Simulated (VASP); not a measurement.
Runs of VASP 6.6.1 on Na. Symmetry: Im-3m, No. 229, cubic system. The conventional cell has a = 4.170 Å, b = 4.170 Å, c = 4.170 Å, α = 90.00°, β = 90.00°, γ = 90.00°. Na (site symmetry m-3m) is surrounded by 8 Na at 3.61 Å. 

```csv
level,k mesh,cutoff (eV),smearing,gap on the mesh (eV),pressure (GPa)
PBEsol,14 × 14 × 14,900,gaussian 0.1 eV,none,0.0
PBEsol,14 × 14 × 14,520,gaussian 0.5 eV,none,(a)
r2SCAN,14 × 14 × 14,520,gaussian 0.1 eV,none,0.4
PBEsol,22 × 22 × 22,520,gaussian 0.1 eV,none,0.0
PBEsol,14 × 14 × 14,700,gaussian 0.1 eV,none,0.0
```

Alike in all rows: task single point; potentials or basis VASP PAW PBE potentials, release 64 (Na_pv); no spin polarisation; cell as given.

Question: Estimate the missing entries.

Answer: (a) 0.1.

Caveats: the PAW data sets were made with another functional, which shifts forces and pressure a little.

A gap of «none» marks a metal or a gap under the smearing width.
